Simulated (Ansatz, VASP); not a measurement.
# Cross-check of CaGaSiH between VASP and Ansatz, part 2 of 2

One calculation is typed for both programs; each brings its own data sets. How far apart do they land? The cell is taken from a series of runs on this material, whose earlier steps may have relaxed, scaled, displaced or heated it; both programs get it as it stands.

VASP 6.6.1 and Ansatz 0.2.0.

So far: Starting point; Ansatz: dielectric response, LDA.

### Step 3. VASP: dielectric response, LDA

Level of this step: LDA; plane waves and PAW (Ca_sv, Ga_d, Si, H) (VASP).

The same cell, functional (in two slightly different forms) and mesh now go to VASP, with its own data sets.

Lines of VASP's logs that name or quote its potential files are left out, and so is its time.

Contents of INCAR:

```
SYSTEM = CaGaSiH
PREC = Accurate
ENCUT = 400
EDIFF = 1E-08
NELM = 120
ISMEAR = 0
SIGMA = 0.01
LREAL = .FALSE.
ALGO = Normal
GGA = CA
NBANDS = 20
LORBIT = 11
LWAVE = .FALSE.
LCHARG = .FALSE.
ISIF = 2
LEPSILON = .TRUE.
LASPH = .TRUE.
GGA_COMPAT = .FALSE.
KPAR = 2
```

Contents of POSCAR:

```
CaGaSiH
1.0
    4.0911000000      0.0000000000      0.0000000000
   -2.0455500000      3.5429965294      0.0000000000
    0.0000000000      0.0000000000      4.7628000000
Ca Ga Si H
1 1 1 1
Direct
    0.3333333333      0.6666666667      0.0000000000
    0.0000000000      0.0000000000      0.5568000000
    0.6666666667      0.3333333333      0.4337000000
    0.0000000000      0.0000000000      0.9250000000
```

Contents of KPOINTS:

```
Automatic mesh
0
Gamma
6 6 4
0 0 0
```

PAW data sets: Ca_sv, Ga_d, Si and H (LDA family, release 64).

Started as:

```sh
mpirun -np 2 vasp_std
```

Numbers of over 12 decimals in the logs are rounded to 6 here.

Output:

```text
[banner, memory and clock lines left out]
running    2 mpi-ranks, on    1 nodes
 distrk:  each k-point on    1 cores,    2 groups
 distr:  one band on    1 cores,    1 groups

 POSCAR found type information on POSCAR CaGaSiH
 POSCAR found :  4 types and       4 ions
 LDA part: xc-table for (Slater(with rela. corr.)+CA(PZ))
 , standard interpolation
 POSCAR, INCAR and KPOINTS ok, starting setup
 FFT: planning ... GRIDC
 FFT: planning ... GRID_SOFT
 FFT: planning ... GRID
 WAVECAR not read
 entering main loop
       N       E                     dE             d eps       ncg     rms          rms(c)
DAV:   1     0.175120777165E+03    0.17512E+03   -0.11972E+04   960   0.149E+03
DAV:   2    -0.239771953798E+01   -0.17752E+03   -0.17361E+03   992   0.368E+02
DAV:   3    -0.168234726531E+02   -0.14426E+02   -0.14285E+02  1540   0.922E+01
DAV:   4    -0.174752659690E+02   -0.65179E+00   -0.64789E+00  1456   0.151E+01
DAV:   5    -0.174933865959E+02   -0.18121E-01   -0.18117E-01  1392   0.210E+00    0.576E+00
DAV:   6    -0.171136847788E+02    0.37970E+00   -0.54615E-01  1340   0.796E+00    0.321E+00
DAV:   7    -0.170092438401E+02    0.10444E+00   -0.39770E-01  1192   0.362E+00    0.642E-01
DAV:   8    -0.170088253750E+02    0.41847E-03   -0.40566E-02  1168   0.159E+00    0.227E-01
DAV:   9    -0.170084953148E+02    0.33006E-03   -0.31276E-03  1552   0.344E-01    0.607E-02
DAV:  10    -0.170085116304E+02   -0.16316E-04   -0.14666E-04  1480   0.786E-02    0.302E-02
DAV:  11    -0.170085160741E+02   -0.44437E-05   -0.13276E-05  1480   0.218E-02    0.735E-03
DAV:  12    -0.170085160339E+02    0.40194E-07   -0.21248E-06  1304   0.106E-02    0.197E-03
DAV:  13    -0.170085160146E+02    0.19312E-07   -0.17376E-07  1252   0.303E-03    0.751E-04
DAV:  14    -0.170085160144E+02    0.19691E-09   -0.17452E-08   932   0.881E-04
   1 F= -.17008516E+02 E0= -.17008516E+02  d E =-.646599E-16
 Linear response reoptimize wavefunctions to high precision
DAV:   1    -0.170085160143E+02    0.12233E-09   -0.34398E-09   992   0.357E-04
DAV:   2    -0.170085160143E+02   -0.18190E-10   -0.40691E-10   644   0.148E-04
 Linear response G [H, r] |phi>, progress :
  Direction:   1
       N       E                     dE             d eps       ncg     rms
RMM:   1    -0.686633965468E+02   -0.68663E+02    0.86878E+02  1311   0.271E+02
RMM:   2    -0.796025559075E+02   -0.10939E+02   -0.65781E+01  1984   0.473E+01
RMM:   3    -0.809258230731E+02   -0.13233E+01   -0.10952E+01  2154   0.133E+01
RMM:   4    -0.811306107618E+02   -0.20479E+00   -0.15589E+00  2520   0.490E+00
RMM:   5    -0.811979615496E+02   -0.67351E-01   -0.45426E-01  2618   0.234E+00
RMM:   6    -0.812242181288E+02   -0.26257E-01   -0.19420E-01  2661   0.133E+00
RMM:   7    -0.812331003926E+02   -0.88823E-02   -0.63351E-02  2669   0.770E-01
RMM:   8    -0.812372689923E+02   -0.41686E-02   -0.27223E-02  2703   0.460E-01
RMM:   9    -0.812388172182E+02   -0.15482E-02   -0.99828E-03  2689   0.275E-01
RMM:  10    -0.812393842254E+02   -0.56701E-03   -0.28388E-03  2684   0.167E-01
RMM:  11    -0.812397085853E+02   -0.32436E-03   -0.79859E-04  2657   0.104E-01
RMM:  12    -0.812398297137E+02   -0.12113E-03    0.10255E-03  2614   0.657E-02
RMM:  13    -0.812398889402E+02   -0.59226E-04    0.28895E-03  2581   0.431E-02
RMM:  14    -0.812399262151E+02   -0.37275E-04    0.48108E-04  2541   0.287E-02
[...]
RMM:  21    -0.812399497473E+02    0.16401E-04    0.93183E-04  2054   0.467E-03
RMM:  22    -0.812399638774E+02   -0.14130E-04    0.73378E-04  2017   0.418E-03
RMM:  23    -0.812399666776E+02   -0.28002E-05    0.67595E-04  1985   0.384E-03
RMM:  24    -0.812399515733E+02    0.15104E-04    0.91549E-04  1952   0.358E-03
RMM:  25    -0.812399647213E+02   -0.13148E-04    0.10133E-03  1924   0.343E-03
RMM:  26    -0.812399678742E+02   -0.31529E-05    0.83426E-04  1889   0.331E-03
RMM:  27    -0.812399525883E+02    0.15286E-04    0.10460E-03  1837   0.321E-03
RMM:  28    -0.812399663004E+02   -0.13712E-04    0.10144E-03  1805   0.316E-03
 Linear response G [H, r] |phi>, progress :
  Direction:   2
       N       E                     dE             d eps       ncg     rms
RMM:   1    -0.671647354819E+02   -0.67165E+02    0.82569E+02  1334   0.270E+02
RMM:   2    -0.841966775989E+02   -0.17032E+02   -0.68245E+01  2015   0.467E+01
RMM:   3    -0.850715648262E+02   -0.87489E+00   -0.93985E+00  2164   0.127E+01
RMM:   4    -0.852086454403E+02   -0.13708E+00   -0.14650E+00  2513   0.474E+00
[...]
RMM:  11    -0.275565669328E+01   -0.57337E-06    0.32956E-05  2261   0.587E-03
RMM:  12    -0.275565749438E+01   -0.80110E-06   -0.92567E-05  2169   0.375E-03
RMM:  13    -0.275565699421E+01    0.50018E-06   -0.40506E-05  2054   0.254E-03
RMM:  14    -0.275565744918E+01   -0.45497E-06   -0.47810E-05  1910   0.183E-03
RMM:  15    -0.275565705886E+01    0.39031E-06   -0.27626E-05  1837   0.135E-03
RMM:  16    -0.275565731841E+01   -0.25955E-06   -0.17756E-05  1745   0.103E-03
RMM:  17    -0.275565708527E+01    0.23314E-06   -0.20046E-05  1680   0.795E-04
RMM:  18    -0.275565725127E+01   -0.16600E-06   -0.10119E-05  1608   0.634E-04
RMM:  19    -0.275565710241E+01    0.14886E-06   -0.12589E-05  1541   0.514E-04
RMM:  20    -0.275565721144E+01   -0.10903E-06   -0.54831E-06  1491   0.431E-04
[...]
RMM:   8    -0.425241140074E+01   -0.13771E-02   -0.86647E-04  8061   0.105E-01    0.949E-03
RMM:   9    -0.425235408546E+01    0.57315E-04   -0.36503E-04  8077   0.605E-02    0.602E-03
RMM:  10    -0.425238165986E+01   -0.27574E-04   -0.31134E-04  8359   0.361E-02    0.285E-03
RMM:  11    -0.425235155646E+01    0.30103E-04   -0.17501E-04  8417   0.223E-02    0.117E-03
RMM:  12    -0.425235294981E+01   -0.13933E-05   -0.16931E-04  8376   0.141E-02    0.259E-04
RMM:  13    -0.425234995210E+01    0.29977E-05   -0.13251E-04  8639   0.944E-03    0.197E-04
RMM:  14    -0.425235319006E+01   -0.32380E-05   -0.17200E-04  8591   0.642E-03    0.185E-04
RMM:  15    -0.425235082175E+01    0.23683E-05   -0.87967E-05  8218   0.464E-03    0.567E-05
RMM:  16    -0.425235066614E+01    0.15561E-06   -0.97756E-05  8334   0.331E-03    0.385E-05
RMM:  17    -0.425235074549E+01   -0.79349E-07   -0.56854E-05  7434   0.246E-03    0.539E-05
RMM:  18    -0.425235093651E+01   -0.19102E-06   -0.53408E-05  6812   0.186E-03    0.910E-05
RMM:  19    -0.425235127325E+01   -0.33673E-06   -0.27817E-05  6716   0.149E-03    0.222E-04
RMM:  20    -0.425235099121E+01    0.28203E-06   -0.23848E-05  6275   0.116E-03    0.188E-04
RMM:  21    -0.425235116405E+01   -0.17283E-06   -0.12369E-05  6396   0.962E-04    0.129E-04
RMM:  22    -0.425235051406E+01    0.64999E-06   -0.22986E-05  6025   0.768E-04    0.125E-04
RMM:  23    -0.425235100858E+01   -0.49453E-06   -0.41631E-06  5957   0.649E-04    0.106E-04
RMM:  24    -0.425235047143E+01    0.53716E-06   -0.16830E-05  5139   0.546E-04    0.112E-04
 change of polarisation eV/A/(eV/A) component  1 :     8.119    -0.002     0.000
 dielectric tensor                  component  1 :    22.280    -0.006     0.000
 Linear response to external field, progress :
  Direction:   2
       N       E                     dE             d eps       ncg     rms          rms(c)
RMM:   1    -0.427701929572E+00   -0.42770E+00    0.13596E+01  2666   0.111E+01
RMM:   2    -0.425315807584E+01   -0.38255E+01   -0.24856E-01  4357   0.237E+00    0.224E+00
RMM:   3    -0.414036972317E+01    0.11279E+00   -0.14890E-01  4038   0.191E+00    0.124E+00
RMM:   4    -0.422058167123E+01   -0.80212E-01   -0.15544E-01  4122   0.193E+00    0.235E-01
RMM:   5    -0.424411703540E+01   -0.23535E-01   -0.23616E-02  4332   0.788E-01    0.596E-02
RMM:   6    -0.425062388547E+01   -0.65069E-02   -0.78752E-03  4690   0.351E-01    0.546E-02
RMM:   7    -0.425108477491E+01   -0.46089E-03   -0.22514E-03  4561   0.184E-01    0.246E-02
RMM:   8    -0.425242741718E+01   -0.13426E-02   -0.91821E-04  4946   0.107E-01    0.992E-03
RMM:   9    -0.425240600178E+01    0.21415E-04   -0.40077E-04  4997   0.618E-02    0.570E-03
RMM:  10    -0.425242974828E+01   -0.23747E-04   -0.21258E-04  5216   0.365E-02    0.268E-03
RMM:  11    -0.425239666587E+01    0.33082E-04   -0.92771E-05  5139   0.220E-02    0.933E-04
RMM:  12    -0.425239774185E+01   -0.10760E-05   -0.10359E-04  5267   0.138E-02    0.251E-04
RMM:  13    -0.425239505312E+01    0.26887E-05   -0.99775E-05  5330   0.898E-03    0.201E-04
RMM:  14    -0.425239787630E+01   -0.28232E-05   -0.64533E-05  5320   0.605E-03    0.138E-04
[...]
RMM:  20    -0.425239715284E+01    0.93307E-07   -0.32744E-05  4296   0.105E-03    0.204E-05
RMM:  21    -0.425239736916E+01   -0.21632E-06   -0.71671E-06  3941   0.840E-04    0.154E-05
RMM:  22    -0.425239707790E+01    0.29126E-06   -0.10978E-05  3685   0.678E-04    0.127E-05
RMM:  23    -0.425239738839E+01   -0.31049E-06   -0.33382E-07  3585   0.574E-04    0.217E-05
RMM:  24    -0.425239699985E+01    0.38853E-06    0.21903E-06  3482   0.491E-04    0.286E-05
RMM:  25    -0.425239741646E+01   -0.41660E-06    0.54547E-06  3392   0.431E-04    0.285E-05
RMM:  26    -0.425239699514E+01    0.42132E-06    0.88876E-06  3346   0.386E-04    0.242E-05
RMM:  27    -0.425239743261E+01   -0.43746E-06    0.80407E-06  3193   0.353E-04    0.244E-05
 change of polarisation eV/A/(eV/A) component  2 :    -2.033     8.119    -0.000
 dielectric tensor                  component  2 :    -5.329    22.280    -0.000
 Linear response to external field, progress :
  Direction:   3
       N       E                     dE             d eps       ncg     rms          rms(c)
RMM:   1    -0.897824654622E+00   -0.89782E+00    0.39097E+00  1335   0.986E+00
RMM:   2    -0.273504170991E+01   -0.18372E+01   -0.34655E-01  2170   0.227E+00    0.198E+00
RMM:   3    -0.253356013672E+01    0.20148E+00   -0.36762E-01  1930   0.233E+00    0.987E-01
RMM:   4    -0.257091270393E+01   -0.37353E-01   -0.20964E-01  2079   0.184E+00    0.380E-01
RMM:   5    -0.261143010008E+01   -0.40517E-01   -0.32208E-02  2188   0.843E-01    0.108E-01
RMM:   6    -0.262427652432E+01   -0.12846E-01   -0.13440E-02  2188   0.418E-01    0.621E-02
RMM:   7    -0.262710675179E+01   -0.28302E-02   -0.58237E-03  2263   0.237E-01    0.241E-02
RMM:   8    -0.262781854702E+01   -0.71180E-03   -0.26365E-03  2432   0.133E-01    0.105E-02
RMM:   9    -0.262800869983E+01   -0.19015E-03   -0.12283E-03  2455   0.768E-02    0.397E-03
RMM:  10    -0.262806401871E+01   -0.55319E-04   -0.58978E-04  2395   0.468E-02    0.252E-03
RMM:  11    -0.262804150847E+01    0.22510E-04   -0.33819E-04  2591   0.287E-02    0.118E-03
RMM:  12    -0.262804845970E+01   -0.69512E-05   -0.33311E-04  2582   0.176E-02    0.372E-04
RMM:  13    -0.262805160919E+01   -0.31495E-05   -0.15963E-04  2592   0.111E-02    0.258E-04
RMM:  14    -0.262805302808E+01   -0.14189E-05   -0.10053E-04  2580   0.736E-03    0.139E-04
[...]
RMM:  20    -0.262805394852E+01   -0.22560E-06   -0.12226E-05  2186   0.109E-03    0.317E-05
RMM:  21    -0.262805385540E+01    0.93125E-07   -0.14186E-05  1807   0.831E-04    0.412E-05
RMM:  22    -0.262805377080E+01    0.84597E-07   -0.81803E-06  1834   0.691E-04    0.983E-05
RMM:  23    -0.262805366004E+01    0.11076E-06   -0.13744E-05  1607   0.556E-04    0.111E-04
RMM:  24    -0.262805369908E+01   -0.39042E-07   -0.56752E-06  1691   0.481E-04    0.138E-04
RMM:  25    -0.262805364676E+01    0.52322E-07   -0.88333E-06  1537   0.407E-04    0.134E-04
RMM:  26    -0.262805365404E+01   -0.72836E-08   -0.40783E-06  1590   0.366E-04    0.141E-04
RMM:  27    -0.262805364696E+01    0.70816E-08   -0.59025E-06  1647   0.331E-04    0.137E-04
 change of polarisation eV/A/(eV/A) component  3 :     1.104     0.959     4.964
 dielectric tensor                  component  3 :     2.893     2.515    14.012
 Born effective charges drift removed
```

OUTCAR, selected parts (step 3):

```text
ion  position               nearest neighbor table
   1  0.333  0.667  0.000-   3 3.14   3 3.14   3 3.14
   2  0.000  0.000  0.557-   4 1.75   3 2.43   3 2.43   3 2.43
   3  0.667  0.333  0.434-   2 2.43   2 2.43   2 2.43   1 3.14   1 3.14   1 3.14
   4  0.000  0.000  0.925-   2 1.75

  LATTYP: Found a hexagonal cell.
 ALAT       =     4.0911000000
 C/A-ratio  =     1.1641856713

 Subroutine GETGRP returns: Found  6 space group operations
 (whereof  6 operations were pure point group operations)

The static configuration has the point symmetry C_3v.

 Found     24 irreducible k-points:

   k-points           NKPTS =     24   k-points in BZ     NKDIM =     24   number of bands    NBANDS=     20

   dimension x,y,z NGX =    28 NGY =   28 NGZ =   32
   dimension x,y,z NGXF=    56 NGYF=   56 NGZF=   64

   ENCUT  =  400.0 eV  29.40 Ry    5.42 a.u.   6.67  6.67  7.77*2*pi/ulx,y,z

   NELECT =      28.0000    total number of electrons

 k-points in reciprocal lattice and weights: Automatic mesh
   0.00000000  0.00000000  0.00000000       0.007
   0.16666667 -0.00000000  0.00000000       0.042
   0.33333333 -0.00000000  0.00000000       0.042
   0.50000000 -0.00000000  0.00000000       0.021
   0.16666667  0.16666667  0.00000000       0.042
   0.33333333  0.16666667  0.00000000       0.083
   0.33333333  0.33333333  0.00000000       0.014
   0.00000000  0.00000000  0.25000000       0.014
   0.16666667 -0.00000000  0.25000000       0.042
[...]
0.33333333  0.16666667  0.50000000       0.083
   0.33333333  0.33333333  0.50000000       0.014

 average (electrostatic) potential at core
       1 -45.0895       2 -66.8356       3 -85.9615       4 -31.7730

  Total       -2.0265722     -2.0265722     -1.8300622     -0.0000000      0.0000000      0.0000000
  in kB      -47.0326551    -47.0326551    -42.4720541     -0.0000000      0.0000000      0.0000000
  external PRESSURE =     -45.5124548 kB  Pullay stress =       0.0000000 kB

  energy-cutoff  :      400.00
  volume of cell :       69.04
      direct lattice vectors                 reciprocal lattice vectors
     4.091100000  0.000000000  0.000000000     0.244433038  0.141123480  0.000000000
    -2.045550000  3.542996529  0.000000000     0.000000000  0.282246960  0.000000000
     0.000000000  0.000000000  4.762800000     0.000000000  0.000000000  0.209960527

 POSITION                                       TOTAL-FORCE (eV/Angst)
 -----------------------------------------------------------------------------------
     -0.00000      2.36200      0.00000        -0.000000      0.000000     -0.039064
      0.00000      0.00000      2.65193         0.000000      0.000000      0.011090
      2.04555      1.18100      2.06563        -0.000000     -0.000000      0.041021
      0.00000      0.00000      4.40559         0.000000      0.000000     -0.013047
 -----------------------------------------------------------------------------------
    total drift:                               -0.000000      0.000000     -0.000437

 MACROSCOPIC STATIC DIELECTRIC TENSOR (including local field effects in DFT)
 ------------------------------------------------------
          22.280287     0.000000    -0.000000
          -0.000000    22.280287    -0.000000
           0.000000    -0.000000    14.011536
 ------------------------------------------------------

 PIEZOELECTRIC TENSOR (including local field effects)  for field in x, y, z        (C/m^2)
          XX          YY          ZZ          XY          YZ          ZX
  --------------------------------------------------------------------------------
  x     0.00000     0.00000     0.00000    -0.19455    -0.00000    -0.11840
  y    -0.19455     0.19455    -0.00000     0.00000    -0.11841     0.00000
  z     0.27228     0.27228    -0.53818     0.00000     0.00000     0.00000

 BORN EFFECTIVE CHARGES (including local field effects) (in |e|, cummulative output)
 ---------------------------------------------------------------------------------
 ion    1
    1     2.57928     0.00000     0.00000
    2    -0.00000     2.57928     0.00000
    3     0.00000     0.00000     2.65498
 ion    2
    1     1.36837     0.00000    -0.00000
    2     0.00000     1.36837     0.00000
    3     0.00000     0.00000     1.25023
 ion    3
    1    -2.78531     0.00000     0.00000
    2     0.00000    -2.78531     0.00000
    3     0.00000    -0.00000    -2.02998
 ion    4
    1    -1.16234     0.00000     0.00000
    2     0.00000    -1.16234     0.00000
    3     0.00000    -0.00000    -1.87523
```

### Step 4. Comparison

Known differences besides the potentials themselves: the two LDA forms differ slightly; fixed occupations in Ansatz, narrow Gaussian smearing in VASP; VASP's response is taken on the typed mesh, Ansatz refines its own for the field response alone; the cutoff is 420 eV in Ansatz and 400 eV in VASP; VASP's log shows a relativistic correction to its local exchange, Ansatz's none. Total energies have different zeros and are not compared.

Compared:

```
quantity  Ansatz   VASP  difference
   ε∞ xx   17.29  22.28    -22.41 %
   ε∞ yy   17.29  22.28    -22.41 %
   ε∞ zz   14.21  14.01     +1.40 %
```

### Step 5. Summary of results

| Item | Value |
| --- | --- |
| difference in ε∞ xx (dielectric response, LDA) | -22 % |

What this shows: The difference in ε∞ xx is -22 % (dielectric response, LDA), beyond the 5 % picked in this series as the mark of a large difference. What causes the difference of the dielectric response, LDA pair stays open here. How closely two codes agree says nothing of how well the functional describes the real material.

[Lines on the potential files, build, host, timing and source positions are cut from VASP's logs without a mark.]

[Logs are printed without paths, hosts, clocks, repeated set-up lines and the standing remarks that a program may print on its own settings, such as how far it seeks lower states.]

[Hosts, paths, dates, database ids (printed as entryN), source tags and the programs' standing remarks are cut or masked in the printed files.]
